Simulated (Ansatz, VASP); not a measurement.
**PIr: VASP beside Ansatz**

File INCAR:

```
PREC = Accurate
ENCUT = 520
EDIFF = 1E-6
ISMEAR = -1
SIGMA = 0.05
LREAL = F
LASPH = T
NELM = 60
ALGO = Normal
ISIF = 2
LWAVE = F
LCHARG = T
GGA = CA
LELF = T
LVHAR = T
NBANDS = 14
```

Contents of KPOINTS:

```
Automatic mesh
0
Gamma
  12 12 12
```

Contents of POSCAR:

```
PIr
1.0
    0.0000000000      2.5418188147      2.5418188147
    2.5418188147      0.0000000000      2.5418188147
    2.5418188147      2.5418188147      0.0000000000
Ir P
1 1
Direct
    0.0000000000      0.0000000000      0.0000000000
    0.2500000000      0.2500000000      0.2500000000
```

Input for Ansatz:

```yaml
crystal:
  lattice:
    - [0.0, 2.5418188147, 2.5418188147]
    - [2.5418188147, 0.0, 2.5418188147]
    - [2.5418188147, 2.5418188147, 0.0]
  atoms:
    - { symbol: Ir, position: [0.0, 0.0, 0.0] }
    - { symbol: P, position: [0.25, 0.25, 0.25] }
kpoints:
  mp_grid: { grid: [12, 12, 12] }
scf:
  occupations: { method: fermi_dirac, width: 0.05 }
hamiltonian:
  xc: lda
  pseudopotentials: { kind: all_electron, lapw: { basis_error: 0.001 } }
output:
  forces: true
  stress: true
  eigenvalues: true
  populations: true
```

Change from the starting cell: volume scaled by 0.95, LAPW.

Alike in both runs: task single point; functional LDA; k mesh 12 × 12 × 12; occupations fermi-dirac, width 0.05 eV; no spin polarisation.

```csv
,VASP,Ansatz
version,VASP 6.6.1,Ansatz 0.2.0
potentials or method,"VASP PAW LDA potentials, release 64 (Ir, P)","all-electron LAPW, scalar-relativistic"
plane-wave cutoff (eV),520,see its input
```

|  | VASP | Ansatz | Ansatz less VASP |
| --- | --- | --- | --- |
| pressure (GPa) | 12.7 | 11.3 | -1.36 |

Ansatz ran all-electron here, so the differences hold the error of VASP's frozen core and of both bases.

Spin-orbit coupling is left out, which matters for the levels of Ir.
